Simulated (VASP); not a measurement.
A cell of NiAl (CsCl type) near equilibrium:

```
AlNi
1.0
    2.89269     0.00000     0.00000
    0.00000     2.89269     0.00000
    0.00000     0.00000     2.89269
Al Ni
1 1
Direct
  0.50000   0.50000   0.50000
  0.00000   0.00000   0.00000
```

These are PBE GGA, VASP's PBE PAW potentials (set 64) (plane waves; VASP) values and carry that method's errors.

```json
[
 {"run": "as it is", "ΔE (meV/atom)": "0.0", "σxx": "0.08", "σyy": "0.08", "σzz": "0.08", "largest shear component, with its sign (GPa)": "0.00", "largest force (eV/Å)": "0.000"},
 {"run": "after one change", "ΔE (meV/atom)": "74.6", "σxx": "-14.37", "σyy": "-14.37", "σzz": "-14.37", "largest shear component, with its sign (GPa)": "0.00", "largest force (eV/Å)": "0.000"}
]
```
Stress is in GPa, positive when the cell is compressed.

Problem. Which change was made?
A) isotropic strain of +4.0 %
B) isotropic strain of +3.0 %
C) isotropic strain of +1.5 %
D) atom 2 (Ni) moved by 0.100 Å along z

Solution. A, isotropic strain of +4.0 %

The compound is NiAl in the CsCl type structure. The run is not spin-polarised, so no magnetic state was tried. The electron count is odd and the run is not spin-polarised, which forces a metal.
